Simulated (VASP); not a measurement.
# Cd4TeO3: phonons with PBE

The system is Cd4TeO3.

```
Cd Te O
1.0
    -2.82821    2.82821    5.10806
     2.82821   -2.82821    5.10806
     2.82821    2.82821   -5.10806
Cd Te O
4 1 3
Direct
  0.14529 0.14529 0.58487
  0.56042 0.56042 0.41513
  0.43958 0.85471 0.00000
  0.85471 0.43958 0.00000
  0.00000 0.00000 0.00000
  0.50000 0.50000 0.00000
  0.75000 0.25000 0.50000
  0.25000 0.75000 0.50000
```

The cell was built by a generator and needn't be a form met in nature.

| Property | Result |
| --- | --- |
| Program | VASP 6.6.1 |
| Task | phonons |
| Functional | PBE |
| Potentials or basis | VASP PAW PBE potentials, release 64 (Cd, Te, O) |
| Cutoff | 520 eV |
| k mesh | 7 × 7 × 7 |
| Occupations | gaussian, width 0.1 eV |
| Spin | no spin polarisation |
| By perturbation theory | no |
| Further INCAR settings | ALGO = Normal; EDIFF = 1e-08; IBRION = 6; POTIM = 0.015; NSW = 1 |

```yaml
Highest_phonon_frequency_at_Γ_LO-TO_splitting_left_out: 401 cm⁻¹
```

Phonon frequencies in cm⁻¹ (negative: imaginary):
```tsv
q point	frequencies
(0.000, 0.000, 0.000)	0 0 0 51 51 76 80 82 82 122 145 147 154 154 162 289 311 311 313 359 359 369 369 401
```

It took 42 min on 8 MPI ranks on Intel(R) Xeon(R) Platinum 8488C (Sapphire Rapids), with other jobs on the host, peak memory 1.7 GiB a rank.

Spin-orbit coupling is left out, which matters for the levels of Te.
